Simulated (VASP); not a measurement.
Data:

```xyz
2
Lattice="3.0480 0.0000 0.0000 0.0000 3.0480 0.0000 0.0000 0.0000 3.0480" Properties=species:S:1:pos:R:3 pbc="T T T"
Al     1.5240     1.5240     1.5240
Ru     0.0000     0.0000     0.0000
```

Method: PBEsol GGA, VASP's PBE PAW potentials (set 64) (plane waves; VASP 6.6.1). Run with 300 eV cut-off, 7×7×7 Γ-centred mesh, Gaussian smearing of 0.10 eV, potentials Al Ru_pv.

At this cut-off the stress carries a Pulay error, which pulls relaxed volumes low.

Give the stress tensor in GPa (positive for a compressed cell).

```
-13.73    0.00    0.00
  0.00  -13.73    0.00
  0.00    0.00  -13.73
```
The pressure is its mean diagonal, -13.73 GPa.

The structure is a typed RuAl crystal (Pm-3m). The cell was not relaxed at this level. The electron count is odd and the run is not spin-polarised, which forces a metal.
